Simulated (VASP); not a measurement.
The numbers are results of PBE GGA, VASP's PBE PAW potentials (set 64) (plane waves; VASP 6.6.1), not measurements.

VASP input:

KPOINTS:
```
Automatic
0
Gamma
 1 1 1
0 0 0
```

INCAR:
```
LWAVE = .FALSE.
ENCUT = 400
SYSTEM = Cd27S26
EDIFFG = -0.03   ! ionic stop
ISIF = 2   ! forces and stress, cell fixed
ISMEAR = 0   ! Gaussian
IBRION = 2
ALGO = Fast
GGA = PE
LMAXMIX = 4   ! l cut-off of mixed one-centre charges
NELMIN = 4
NSW = 60   ! most ionic steps
ISYM = 0
PREC = Normal
LCHARG = .FALSE.
NELM = 100   ! most electronic steps
SIGMA = 0.05   ! width (eV)
EDIFF = 1E-5
LREAL = Auto
LASPH = .TRUE.   ! aspherical one-centre terms
```

File POSCAR:
```
Cd27S26
1.0
  0.0000000000   8.9029342209   8.9029342209
  8.9029342209   0.0000000000   8.9029342209
  8.9029342209   8.9029342209   0.0000000000
Cd S
27 26
Cartesian
  0.0000000000   0.0000000000   0.0000000000
  2.9676417727   2.9676417727   0.0000000000
  5.9352924482   5.9352924482   0.0000000000
  2.9676417727   0.0000000000   2.9676417727
  5.9352835453   2.9676417727   2.9676417727
  8.9029342209   5.9352924482   2.9676417727
  5.9352924482   0.0000000000   5.9352924482
  8.9029342209   2.9676417727   5.9352924482
 11.8705848965  14.8382266691  14.8382266691
  0.0000000000   2.9676417727   2.9676417727
  2.9676417727   5.9352835453   2.9676417727
  5.9352924482   8.9029342209   2.9676417727
  2.9676417727   2.9676417727   5.9352835453
  5.8910181564   5.9539262896   5.9330400059
  8.9242122337   8.8738394319   5.9556000412
  5.9352924482   2.9676417727   8.9029342209
  8.9201613986   5.9724265869   8.9009488666
 11.8705848965   8.9029342209   8.9029342209
  0.0000000000   5.9352924482   5.9352924482
  2.9676417727   8.9029342209   5.9352924482
 14.8382266691  11.8705848965  14.8382266691
  2.9676417727   5.9352924482   8.9029342209
  5.9209053065   8.8974856252   8.9122377872
  8.9029342209  11.8705848965   8.9029342209
  5.9352924482   5.9352924482  11.8705848965
  8.9029342209   8.9029342209  11.8705848965
 11.8705848965  11.8705848965  11.8705848965
  1.4838164349   1.4838164349   1.4838164349
  4.4514671105   4.4514671105   1.4838164349
  7.4191088831   7.4191088831   1.4838164349
  4.4514671105   1.4838164349   4.4514671105
  7.4191177860   4.4514671105   4.4514671105
 10.3867595587   7.4191088831   4.4514671105
  7.4191088831   1.4838164349   7.4191088831
 10.3867595587   4.4514671105   7.4191088831
 13.3544013314   7.4191088831   7.4191088831
  1.4838164349   4.4514671105   4.4514671105
  4.4514671105   7.4191177860   4.4514671105
  7.4191088831  10.3867595587   4.4514671105
  4.4514671105   4.4514671105   7.4191177860
 10.3867595587  10.3867595587   7.4191177860
  7.4191088831   4.4514671105  10.3867595587
 10.3867595587   7.4191177860  10.3867595587
 13.3544013314  10.3867595587  10.3867595587
  1.4838164349   7.4191088831   7.4191088831
  4.4514671105  10.3867595587   7.4191088831
  7.4191088831  13.3544013314   7.4191088831
  4.4514671105   7.4191088831  10.3867595587
  7.4191177860  10.3867595587  10.3867595587
 10.3867595587  13.3544013314  10.3867595587
  7.4191088831   7.4191088831  13.3544013314
 10.3867595587  10.3867595587  13.3544013314
 13.3544013314  13.3544013314  13.3544013314
```

POTCAR, in this order: Cd S (PBE.64 set). Program: vasp_gam.

Output of the run:

**OSZICAR**
```
...
RMM:   5    -0.156199300831E+03    0.55928E-04   -0.27446E-03   577   0.861E-02    0.775E-02
RMM:   6    -0.156199232355E+03    0.68476E-04   -0.25469E-04   558   0.291E-02    0.377E-02
RMM:   7    -0.156199218203E+03    0.14151E-04   -0.23607E-04   556   0.234E-02    0.145E-02
RMM:   8    -0.156199218296E+03   -0.92288E-07   -0.27265E-05   388   0.102E-02
   8 F= -.15619922E+03 E0= -.15619922E+03  d E =-.340885E-01
       N       E                     dE             d eps       ncg     rms          rms(c)
DAV:   1    -0.156202970929E+03   -0.37527E-02   -0.73340E+00   592   0.423E+00    0.316E-01
RMM:   2    -0.156206216530E+03   -0.32456E-02   -0.38443E-02   576   0.367E-01    0.115E-01
RMM:   3    -0.156206736294E+03   -0.51976E-03   -0.54998E-03   576   0.137E-01    0.907E-02
RMM:   4    -0.156206725920E+03    0.10374E-04   -0.67592E-04   576   0.488E-02    0.626E-02
RMM:   5    -0.156206730378E+03   -0.44586E-05   -0.21115E-04   564   0.251E-02    0.244E-02
RMM:   6    -0.156206724144E+03    0.62339E-05   -0.34201E-05   396   0.100E-02
   9 F= -.15620672E+03 E0= -.15620672E+03  d E =-.750585E-02
       N       E                     dE             d eps       ncg     rms          rms(c)
DAV:   1    -0.156196021089E+03    0.10709E-01   -0.50790E+01   576   0.111E+01    0.814E-01
RMM:   2    -0.156218995164E+03   -0.22974E-01   -0.26893E-01   576   0.980E-01    0.306E-01
RMM:   3    -0.156222540017E+03   -0.35449E-02   -0.37389E-02   576   0.357E-01    0.245E-01
RMM:   4    -0.156222492531E+03    0.47486E-04   -0.46045E-03   576   0.128E-01    0.180E-01
RMM:   5    -0.156222519099E+03   -0.26568E-04   -0.16981E-03   577   0.692E-02    0.677E-02
RMM:   6    -0.156222470983E+03    0.48116E-04   -0.21105E-04   560   0.256E-02    0.210E-02
RMM:   7    -0.156222469671E+03    0.13123E-05   -0.10867E-04   516   0.164E-02    0.127E-02
RMM:   8    -0.156222470970E+03   -0.12995E-05   -0.10779E-05   338   0.619E-03
  10 F= -.15622247E+03 E0= -.15622247E+03  d E =-.232527E-01
       N       E                     dE             d eps       ncg     rms          rms(c)
DAV:   1    -0.156117002781E+03    0.10547E+00   -0.20568E+02   576   0.223E+01    0.164E+00
RMM:   2    -0.156216952249E+03   -0.99949E-01   -0.11546E+00   576   0.211E+00    0.645E-01
RMM:   3    -0.156230891458E+03   -0.13939E-01   -0.14900E-01   576   0.720E-01    0.501E-01
RMM:   4    -0.156230947706E+03   -0.56248E-04   -0.18609E-02   576   0.263E-01    0.405E-01
RMM:   5    -0.156230796510E+03    0.15120E-03   -0.80697E-03   577   0.148E-01    0.144E-01
RMM:   6    -0.156230701810E+03    0.94700E-04   -0.64648E-04   579   0.469E-02    0.774E-02
RMM:   7    -0.156230585161E+03    0.11665E-03   -0.66849E-04   576   0.400E-02    0.221E-02
RMM:   8    -0.156230599234E+03   -0.14072E-04   -0.99199E-05   509   0.175E-02    0.157E-02
RMM:   9    -0.156230598674E+03    0.55931E-06   -0.10609E-05   339   0.678E-03
  11 F= -.15623060E+03 E0= -.15623060E+03  d E =-.313804E-01
       N       E                     dE             d eps       ncg     rms          rms(c)
DAV:   1    -0.156221533794E+03    0.90654E-02   -0.19872E+01   576   0.688E+00    0.522E-01
RMM:   2    -0.156230392439E+03   -0.88586E-02   -0.10411E-01   576   0.604E-01    0.178E-01
RMM:   3    -0.156231757585E+03   -0.13651E-02   -0.14596E-02   576   0.223E-01    0.143E-01
RMM:   4    -0.156231724790E+03    0.32794E-04   -0.18165E-03   576   0.794E-02    0.987E-02
RMM:   5    -0.156231745898E+03   -0.21107E-04   -0.59506E-04   577   0.411E-02    0.396E-02
RMM:   6    -0.156231734855E+03    0.11043E-04   -0.78655E-05   486   0.153E-02    0.148E-02
RMM:   7    -0.156231736065E+03   -0.12102E-05   -0.34050E-05   405   0.919E-03
  12 F= -.15623174E+03 E0= -.15623174E+03  d E =-.325178E-01
       N       E                     dE             d eps       ncg     rms          rms(c)
DAV:   1    -0.156230373621E+03    0.13612E-02   -0.28662E+00   576   0.261E+00    0.199E-01
RMM:   2    -0.156231620420E+03   -0.12468E-02   -0.14851E-02   576   0.227E-01    0.692E-02
RMM:   3    -0.156231815222E+03   -0.19480E-03   -0.21127E-03   576   0.847E-02    0.541E-02
RMM:   4    -0.156231808372E+03    0.68497E-05   -0.26232E-04   561   0.301E-02    0.364E-02
RMM:   5    -0.156231809246E+03   -0.87445E-06   -0.80268E-05   488   0.153E-02
  13 F= -.15623181E+03 E0= -.15623181E+03  d E =-.325910E-01
       N       E                     dE             d eps       ncg     rms          rms(c)
DAV:   1    -0.156231510040E+03    0.29833E-03   -0.69890E-01   576   0.129E+00    0.975E-02
RMM:   2    -0.156231813322E+03   -0.30328E-03   -0.35690E-03   576   0.111E-01    0.320E-02
RMM:   3    -0.156231860774E+03   -0.47452E-04   -0.50408E-04   575   0.413E-02    0.248E-02
RMM:   4    -0.156231859739E+03    0.10354E-05   -0.63135E-05   413   0.146E-02
  14 F= -.15623186E+03 E0= -.15623186E+03  d E =-.326414E-01
       N       E                     dE             d eps       ncg     rms          rms(c)
DAV:   1    -0.156232617185E+03   -0.75641E-03   -0.14347E+01   576   0.625E+00    0.551E-01
RMM:   2    -0.156239677457E+03   -0.70603E-02   -0.84461E-02   576   0.580E-01    0.159E-01
RMM:   3    -0.156240820065E+03   -0.11426E-02   -0.12220E-02   579   0.221E-01    0.153E-01
RMM:   4    -0.156240762801E+03    0.57264E-04   -0.15022E-03   576   0.785E-02    0.100E-01
RMM:   5    -0.156240765808E+03   -0.30068E-05   -0.60146E-04   576   0.422E-02    0.379E-02
RMM:   6    -0.156240747021E+03    0.18787E-04   -0.89842E-05   505   0.162E-02    0.163E-02
RMM:   7    -0.156240748458E+03   -0.14377E-05   -0.37499E-05   424   0.933E-03
  15 F= -.15624075E+03 E0= -.15624075E+03  d E =-.888872E-02
       N       E                     dE             d eps       ncg     rms          rms(c)
DAV:   1    -0.156235314899E+03    0.54321E-02   -0.19508E+01   576   0.726E+00    0.640E-01
RMM:   2    -0.156244913803E+03   -0.95989E-02   -0.11486E-01   576   0.676E-01    0.187E-01
RMM:   3    -0.156246468009E+03   -0.15542E-02   -0.16591E-02   579   0.257E-01    0.179E-01
RMM:   4    -0.156246392151E+03    0.75859E-04   -0.20442E-03   576   0.914E-02    0.117E-01
RMM:   5    -0.156246399917E+03   -0.77668E-05   -0.83326E-04   576   0.494E-02    0.449E-02
RMM:   6    -0.156246373081E+03    0.26836E-04   -0.12424E-04   537   0.189E-02    0.188E-02
RMM:   7    -0.156246375001E+03   -0.19198E-05   -0.53323E-05   458   0.111E-02
  16 F= -.15624638E+03 E0= -.15624638E+03  d E =-.145153E-01
       N       E                     dE             d eps       ncg     rms          rms(c)
DAV:   1    -0.156244742917E+03    0.16302E-02   -0.45274E+00   592   0.349E+00    0.309E-01
RMM:   2    -0.156246961763E+03   -0.22188E-02   -0.26546E-02   576   0.323E-01    0.890E-02
RMM:   3    -0.156247320164E+03   -0.35840E-03   -0.38454E-03   579   0.124E-01    0.860E-02
RMM:   4    -0.156247299322E+03    0.20843E-04   -0.47551E-04   576   0.439E-02    0.539E-02
RMM:   5    -0.156247301609E+03   -0.22871E-05   -0.18333E-04   571   0.233E-02    0.212E-02
RMM:   6    -0.156247295659E+03    0.59501E-05   -0.30354E-05   395   0.923E-03
  17 F= -.15624730E+03 E0= -.15624730E+03  d E =-.154359E-01
       N       E                     dE             d eps       ncg     rms          rms(c)
DAV:   1    -0.156247693815E+03   -0.39221E-03   -0.31308E+00   576   0.319E+00    0.444E-01
RMM:   2    -0.156250036362E+03   -0.23425E-02   -0.27793E-02   576   0.341E-01    0.102E-01
RMM:   3    -0.156250440826E+03   -0.40446E-03   -0.41254E-03   578   0.134E-01    0.113E-01
RMM:   4    -0.156250425317E+03    0.15509E-04   -0.52079E-04   577   0.488E-02    0.611E-02
RMM:   5    -0.156250430826E+03   -0.55089E-05   -0.18857E-04   576   0.245E-02    0.188E-02
RMM:   6    -0.156250425890E+03    0.49360E-05   -0.30669E-05   396   0.995E-03
  18 F= -.15625043E+03 E0= -.15625043E+03  d E =-.313023E-02
```

### OUTCAR
```
------------------------ aborting loop because EDIFF is reached ----------------------------------------
  FORCE on cell =-STRESS in cart. coord.  units (eV):
  Direction    XX          YY          ZZ          XY          YZ          ZX
  --------------------------------------------------------------------------------------
  Total       -4.0073309     -3.9952899     -3.9902772      0.0196783      0.0906157      0.0262113
  in kB       -4.5492133     -4.5355440     -4.5298535      0.0223393      0.1028691      0.0297556
  external PRESSURE =      -4.5382036 kB  Pullay stress =       0.0000000 kB
  volume of cell :     1411.33
      direct lattice vectors                 reciprocal lattice vectors
     0.000000000  8.902934221  8.902934221    -0.056161260  0.056161260  0.056161260
     8.902934221  0.000000000  8.902934221     0.056161260 -0.056161260  0.056161260
     8.902934221  8.902934221  0.000000000     0.056161260  0.056161260 -0.056161260
  FREE ENERGIE OF THE ION-ELECTRON SYSTEM (eV)
  ---------------------------------------------------
  free  energy   TOTEN  =      -156.2504258905 eV

  energy  without entropy=     -156.2504258905  energy(sigma->0) =     -156.25042589

 reached required accuracy - stopping structural energy minimisation
```
(Selected blocks of OUTCAR.)

**CONTCAR**
```
Cd27S26
   1.00000000000000
     0.0000000000000000    8.9029342209000006    8.9029342209000006
     8.9029342209000006    0.0000000000000000    8.9029342209000006
     8.9029342209000006    8.9029342209000006    0.0000000000000000
  Cd              S
    27    26
Direct
     0.0009094366741869    0.0002331334578718    0.0004417137858894
     0.9985342609805909    0.9987128830273303    0.3346623899409846
     0.0004131426607749    0.0005102031581461    0.6651654591217337
     0.9987470726842174    0.3347800656283678    0.9983080259972980
     0.9989804821794639    0.3346402022766526    0.3346195016735662
     0.0003635510884775    0.3334644070127428    0.6664758086032699
     0.0005665316656646    0.6650769465681166    0.0004559624102164
     0.0009014550951928    0.6662448301039183    0.3332974647458664
     0.9995289467757964    0.6671672368329223    0.6671919980982398
     0.3346595479912347    0.9989381219794636    0.9985150712882072
     0.3348375672749719    0.9982537466174534    0.3347424571515872
     0.3329980722960803    0.0003813278455692    0.6664069132036682
     0.3348349458869596    0.3346503705468303    0.9983217950926367
     0.3412138322261624    0.3405630794824913    0.3405060630161654
     0.3407602968329126    0.3411159995397036    0.6433687964871497
     0.3332117718440783    0.6662458262186076    0.0008003875191376
     0.3404833122073973    0.6441184059547597    0.3409280646740844
     0.3335189823404990    0.6666836700959419    0.6669232372107248
     0.6654507452765367    0.0002479977141179    0.0002661707401067
     0.6668922448219924    0.9998640390771349    0.3330305848366463
     0.6660742237375862    0.0006358783501699    0.6668571849178112
     0.6671006501313506    0.3329799483765410    0.9999798178924383
     0.6450292334258463    0.3406584574927772    0.3408898588347609
     0.6664918484551067    0.3331799168635028    0.6668101360461310
     0.6664109976239145    0.6667792259336085    0.0002376891421423
     0.6666662179374968    0.6668597748608491    0.3331686115821594
     0.6666473441424816    0.6668213202436404    0.6667061206941141
     0.0837393722569375    0.0838082450046164    0.0836995933613619
     0.0837612942606998    0.0835853955689741    0.4155300371528212
     0.0830229334245303    0.0834056384973456    0.7500238057985373
     0.0838216473183438    0.4154809337613938    0.0835680458656727
     0.0890566021688869    0.4158106879061451    0.4159834907467022
     0.0885225167662885    0.4165420436715885    0.7455751298295774
     0.0832544275709705    0.7499007653157503    0.0833163325188759
     0.0883425352402042    0.7459926701513666    0.4164422880487338
     0.0833427288683334    0.7502419917363172    0.7502452529989706
     0.4157601553006240    0.0836064636663044    0.0836604269172777
     0.4163437736193177    0.0882606734868724    0.4159697889591021
     0.4156581500889656    0.0888120596947838    0.7458643671034727
     0.4164315165739303    0.4158120713727559    0.0884395680518137
     0.4160399811596847    0.4160408712718952    0.7455807424876161
     0.4158369782472642    0.7461329302157086    0.0886580612077523
     0.4161599469032211    0.7454611372286041    0.4162571577580546
     0.4163877221301129    0.7501917319484139    0.7505958559662649
     0.7504599630828761    0.0829274935454723    0.0829634506624332
     0.7457445277554188    0.0884465399066791    0.4161844207326577
     0.7502240409758222    0.0831633631243093    0.7499713998780249
     0.7459068100418621    0.4161335940386237    0.0885615870703808
     0.7461357834524251    0.4161408623619156    0.4161949752665948
     0.7502703039818740    0.4165828232621149    0.7497714897738229
     0.7503205961373046    0.7499537497281479    0.0831335934527798
     0.7507025208535538    0.7496621639157361    0.4165017161842902
     0.7496094575635681    0.7505310843589251    0.7501991374996664
```

### OUTCAR
```
 val. band max:        0.7856030025   @ k =   0.0000   0.0000   0.0000

 cond. band min:       2.2616145448   @ k =   0.0000   0.0000   0.0000


 Fermi energy:         1.0587662226

 k-point     1 :       0.0000    0.0000    0.0000
  band No.  band energies     occupation
      1     -11.1743      2.00000
      2     -10.9151      2.00000
      3     -10.9124      2.00000
      4     -10.9116      2.00000
      5     -10.9095      2.00000
      6     -10.9086      2.00000
      7     -10.9072      2.00000
      8     -10.8922      2.00000
      9     -10.8559      2.00000
     10     -10.8194      2.00000
     11     -10.8183      2.00000
     12     -10.8149      2.00000
     13     -10.8123      2.00000
     14     -10.8115      2.00000
     15     -10.7683      2.00000
     16     -10.7469      2.00000
     17     -10.7459      2.00000
     18     -10.7450      2.00000
     19     -10.7306      2.00000
     20     -10.7288      2.00000
     21     -10.7277      2.00000
     22     -10.7073      2.00000
     23     -10.7052      2.00000
     24     -10.6953      2.00000
     25     -10.6937      2.00000
     26     -10.6929      2.00000
     27      -6.8119      2.00000
     28      -6.8116      2.00000
     29      -6.8114      2.00000
     30      -6.7934      2.00000
     31      -6.7933      2.00000
     32      -6.7550      2.00000
     33      -6.7537      2.00000
     34      -6.7532      2.00000
     35      -6.7521      2.00000
     36      -6.7190      2.00000
     37      -6.7186      2.00000
     38      -6.7185      2.00000
     39      -6.6930      2.00000
     40      -6.6929      2.00000
     41      -6.6923      2.00000
     42      -6.6908      2.00000
     43      -6.6907      2.00000
     44      -6.6718      2.00000
     45      -6.6716      2.00000
     46      -6.6716      2.00000
     47      -6.6701      2.00000
     48      -6.6699      2.00000
     49      -6.6696      2.00000
     50      -6.6608      2.00000
     51      -6.6604      2.00000
...
```

The supercell is sampled at Γ alone, which is coarse: total energies, pressure and levels can be off, energies of defects by several tenths of an eV.

The cell is a supercell with a defect, built from a database entry that may be metastable or hypothetical: vac_S. The run is not spin-polarised, so no state with unpaired spins was tried.
